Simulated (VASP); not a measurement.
Here is the system:

```
CELL_PARAMETERS angstrom
      1.68554    -4.87402     0.00000
      1.68554     4.87402     0.00000
      0.00000     0.00000     3.70677
ATOMIC_POSITIONS crystal
  P  0.11259 0.88741 0.94603
  P  0.38741 0.61259 0.44603
  P  0.61259 0.38741 0.55397
  P  0.88741 0.11259 0.05397
```

The numbers are results of PBE GGA, VASP's PBE PAW potentials (set 64) (plane waves; VASP 6.6.1), not measurements. Numerical set-up: 480 eV cut-off, 6×6×6 Γ-centred mesh, Gaussian smearing of 0.050 eV, potentials P.

Without a dispersion term in the relaxation, distances and binding between the weakly bound layers, chains or molecules are unreliable, and so is what depends on them.

Problem. What does the run give for the energy per atom (σ→0), pressure, band gap (on the k-mesh) with the smallest direct gap where there is one?

Solution. 
```json
{
  "band gap (on the k-mesh)": "none (metal, semimetal or under 0.01 eV)",
  "energy per atom (σ→0)": "-5.248 eV/atom",
  "pressure": "10.00 GPa"
}
```

Total energies compare only between runs with the same potentials, cut-off and functional.

The compound is P in the black structure. It was relaxed first under an external pressure of 10 GPa. The k-mesh is coarse (spacing up to 0.33 per Å, 2π included), so the numbers may not be converged in it.
